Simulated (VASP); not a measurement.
All values below come from r2SCAN meta-GGA, VASP's PBE PAW potentials (set 64) (plane waves; VASP).

VASP ran on this input.

**INCAR**
```
SYSTEM = CaO
PREC = Accurate
ENCUT = 520
EDIFF = 1E-7
NELM = 100
ALGO = Normal
LREAL = .FALSE.
LASPH = .TRUE.
ISMEAR = -5
METAGGA = R2SCAN
LMIXTAU = .TRUE.
LWAVE = .FALSE.
LCHARG = .FALSE.
LORBIT = 11
NEDOS = 601
ISIF = 2
```

File POSCAR:
```
CaO
1
    0.0000000000     2.4050000000     2.4050000000
    2.4050000000     0.0000000000     2.4050000000
    2.4050000000     2.4050000000     0.0000000000
Ca O
1 1
Direct
  0.0000000000   0.0000000000   0.0000000000
  0.5000000000   0.5000000000   0.5000000000
```

### KPOINTS_OPT
```
k-points along high-symmetry lines
10
Line-mode
Reciprocal
  0.000000   0.000000   0.000000 ! GAMMA
  0.500000   0.000000   0.500000 ! X

  0.500000   0.000000   0.500000 ! X
  0.625000   0.250000   0.625000 ! U

  0.375000   0.375000   0.750000 ! K
  0.000000   0.000000   0.000000 ! GAMMA

  0.000000   0.000000   0.000000 ! GAMMA
  0.500000   0.500000   0.500000 ! L

  0.500000   0.500000   0.500000 ! L
  0.500000   0.250000   0.750000 ! W

  0.500000   0.250000   0.750000 ! W
  0.500000   0.000000   0.500000 ! X
```

### KPOINTS
```
Automatic mesh
0
G
 11 11 11
0 0 0
```

POTCAR, in this order: Ca_sv O (PBE.64 set). Program: vasp_std.

Output

OSZICAR:
```
       N       E                     dE             d eps       ncg     rms          rms(c)
DAV:   1     0.124306512762E+03    0.12431E+03   -0.87809E+03  1344   0.138E+03
DAV:   2    -0.179243693178E+02   -0.14223E+03   -0.13433E+03  1564   0.346E+02
DAV:   3    -0.249875031587E+02   -0.70631E+01   -0.70031E+01  1724   0.802E+01
DAV:   4    -0.252706250840E+02   -0.28312E+00   -0.28279E+00  1968   0.141E+01
DAV:   5    -0.252747549494E+02   -0.41299E-02   -0.41293E-02  1724   0.159E+00    0.768E+00
DAV:   6    -0.194712066851E+02    0.58035E+01   -0.55793E+00  1616   0.310E+01    0.277E+00
DAV:   7    -0.195460659172E+02   -0.74859E-01   -0.14677E+00  1864   0.119E+01    0.233E+00
DAV:   8    -0.204282621194E+02   -0.88220E+00   -0.18363E+00  1760   0.148E+01    0.226E+00
DAV:   9    -0.193551038899E+02    0.10732E+01   -0.85615E-01  1940   0.108E+01    0.253E-01
DAV:  10    -0.194541951106E+02   -0.99091E-01   -0.70745E-02  1596   0.318E+00    0.123E-01
DAV:  11    -0.194544661211E+02   -0.27101E-03   -0.12668E-03  1852   0.355E-01    0.123E-01
DAV:  12    -0.194544599039E+02    0.62172E-05   -0.31571E-05  1728   0.431E-02    0.119E-01
DAV:  13    -0.194536301042E+02    0.82980E-03   -0.38343E-03  1704   0.759E-01    0.722E-02
DAV:  14    -0.194543163567E+02   -0.68625E-03   -0.45229E-04  1388   0.273E-01    0.834E-02
DAV:  15    -0.194541223243E+02    0.19403E-03   -0.47587E-04  1512   0.189E-01    0.327E-02
DAV:  16    -0.194541783935E+02   -0.56069E-04   -0.29143E-05  1412   0.688E-02    0.298E-02
DAV:  17    -0.194541737546E+02    0.46389E-05   -0.35886E-05  1388   0.743E-02    0.724E-03
DAV:  18    -0.194541771130E+02   -0.33584E-05   -0.60977E-06  1664   0.224E-02    0.245E-03
DAV:  19    -0.194541748174E+02    0.22956E-05   -0.73948E-07  1644   0.111E-02    0.105E-03
DAV:  20    -0.194541772106E+02   -0.23933E-05   -0.17105E-07   992   0.620E-03    0.523E-04
DAV:  21    -0.194541766191E+02    0.59152E-06   -0.38394E-08   860   0.229E-03    0.305E-04
DAV:  22    -0.194541768467E+02   -0.22765E-06   -0.11625E-08   712   0.122E-03    0.134E-04
DAV:  23    -0.194541768506E+02   -0.38851E-08   -0.28787E-09   712   0.638E-04
   1 F= -.19454177E+02 E0= -.19454177E+02  d E =0.000000E+00
       N       E                     dE             ncg
       N       E                     dE             ncg
```

**OUTCAR**
```
------------------------ aborting loop because EDIFF is reached ----------------------------------------
  FORCE on cell =-STRESS in cart. coord.  units (eV):
  Direction    XX          YY          ZZ          XY          YZ          ZX
  --------------------------------------------------------------------------------------
  Total       -0.0088754     -0.0088754     -0.0088754      0.0000000      0.0000000      0.0000000
  in kB       -0.5111209     -0.5111209     -0.5111209      0.0000000      0.0000000      0.0000000
  external PRESSURE =      -0.5111209 kB  Pullay stress =       0.0000000 kB
  volume of cell :       27.82
      direct lattice vectors                 reciprocal lattice vectors
     0.000000000  2.405000000  2.405000000    -0.207900208  0.207900208  0.207900208
     2.405000000  0.000000000  2.405000000     0.207900208 -0.207900208  0.207900208
     2.405000000  2.405000000  0.000000000     0.207900208  0.207900208 -0.207900208
  FREE ENERGIE OF THE ION-ELECTRON SYSTEM (eV)
  ---------------------------------------------------
  free  energy   TOTEN  =       -19.4541768506 eV

  energy  without entropy=      -19.4541768506  energy(sigma->0) =      -19.45417685

 total charge

# of ion       s       p       d       tot
------------------------------------------
    1        2.037   5.882   0.279   8.198
    2        1.553   3.480   0.000   5.032
--------------------------------------------------
tot          3.590   9.362   0.279  13.230
```
(Selected blocks of OUTCAR.)

The compound is CaO in the rock salt structure. The cell was not relaxed at this level.
